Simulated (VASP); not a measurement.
Given:

```
Ag
1.0
   -1.61072     1.61072     1.61072
    1.61072    -1.61072     1.61072
    1.61072     1.61072    -1.61072
Ag
1
Direct
  0.00000   0.00000   0.00000
```

These are PBEsol GGA, VASP's PBE PAW potentials (set 64) (plane waves; VASP 6.6.1) values and carry that method's errors. Numerical set-up: 400 eV cut-off, 14×14×14 Γ-centred mesh, first-order Methfessel-Paxton smearing of 0.10 eV, potentials Ag.

Question: Predict the energy per atom (σ→0), band gap (on the k-mesh) with the smallest direct gap where there is one.

Answer: 
```yaml
band gap (on the k-mesh): none (metal, semimetal or under 0.01 eV)
energy per atom (σ→0): -3.260 eV/atom
```

The structure was generated: Ag was put into the bcc type (Im-3m), which need not be its known phase. It was relaxed first. The start is the result of an earlier pass.
